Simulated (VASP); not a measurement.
A run of VASP 6.6.1:

INCAR

```
ALGO     = Fast           # electronic algorithm
EDIFF    = 1E-4           # SCF threshold, eV
EDIFFG   = -0.08          # ionic threshold
ENCUT    = 520            # plane-wave cutoff, eV
GGA      = PE             # functional
IBRION   = 2              # ionic algorithm
ISIF     = 3              # what is computed and relaxed
ISMEAR   = 0              # smearing method
LASPH    = T              # aspherical terms in the spheres
LCHARG   = F              # write CHGCAR
LREAL    = F              # projectors in reciprocal space
LWAVE    = F              # write WAVECAR
NELM     = 60             # most SCF steps
NSW      = 24             # ionic steps
PREC     = Normal         # precision mode
SIGMA    = 0.15           # smearing width, eV
```

The input KPOINTS:

```
k-points
0
Gamma
  4 4 3
```

The input POSCAR:

```
Cd2TeO
1.0
    3.9500000000      0.0000000000      0.0000000000
    0.0000000000      3.9500000000      0.0000000000
    0.0000000000      0.0000000000      5.5900000000
Cd Te O
2 1 1
Direct
    0.5000000000      0.0000000000      0.6800000000
    0.0000000000      0.5000000000      0.3200000000
    0.0000000000      0.0000000000      0.0000000000
    0.5000000000      0.5000000000      0.5000000000
```

Potentials or basis: VASP PAW PBE potentials, release 64 (Cd, Te, O).

Run with:

```sh
$ cat potpaw_PBE.64/Cd/POTCAR potpaw_PBE.64/Te/POTCAR potpaw_PBE.64/O/POTCAR > POTCAR
$ mpirun -np 1 vasp_std > vasp.out
```

Hardware: 1 thread of AMD EPYC 9R45 96-Core Processor (Zen 5), on a shared host.

**Question.** Estimate the wall time of this run.

**Answer.** Run time: 24 s on 1 thread of AMD EPYC 9R45 96-Core Processor (Zen 5), with other jobs on the host, peak memory 0.13 GiB. Counts: scf iterations 42, k points 12, ion steps 6.
